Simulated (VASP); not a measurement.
A run of VASP 6.6.1:

Contents of INCAR:

```
SYSTEM = NiGe2O3
ALGO = Fast
EDIFF = 1E-4
EDIFFG = -0.08
ENCUT = 520
GGA = PE
IBRION = 2
ISIF = 3
ISMEAR = 0
ISPIN = 2
KPAR = 4
LASPH = .TRUE.
LCHARG = .FALSE.
LMAXMIX = 4
LORBIT = 11
LREAL = .FALSE.
LWAVE = .FALSE.
MAGMOM = 1 0 0 0 0 0
NELM = 60
NSW = 24
PREC = Normal
SIGMA = 0.15
```

KPOINTS

```
k-points
0
G
  6 6 6
  0 0 0
```

POSCAR

```
NiGe2O3
1.0
   -1.6250000000      1.8750000000      5.9500000000
    1.6250000000     -1.8750000000      5.9500000000
    1.6250000000      1.8750000000     -5.9500000000
Ni Ge O
1 2 3
Direct
    0.0000000000      0.0000000000      0.0000000000
    0.3520000000      0.3520000000      0.0000000000
    0.6480000000      0.6480000000      0.0000000000
    0.5000000000      0.0000000000      0.5000000000
    0.8380000000      0.8380000000      0.0000000000
    0.1620000000      0.1620000000      0.0000000000
```

Potentials or basis: VASP PAW PBE potentials, release 64 (Ni, Ge_d, O).

Run with:

```sh
$ cat potpaw_PBE.64/Ni/POTCAR potpaw_PBE.64/Ge_d/POTCAR potpaw_PBE.64/O/POTCAR > POTCAR
$ mpirun -np 4 vasp_std > vasp.out
```

Hardware: 4 MPI ranks on Intel(R) Xeon(R) Platinum 8259CL CPU @ 2.50GHz (Skylake/Cascade Lake) (shared host).

**Question.** How long does it take, and how much memory?

**Answer.** Run time: 10 min on 4 MPI ranks on Intel(R) Xeon(R) Platinum 8259CL CPU @ 2.50GHz (Skylake/Cascade Lake), with other jobs on the host, peak memory 0.37 GiB a rank. Counts: scf iterations 122, k points 46, ion steps 21.
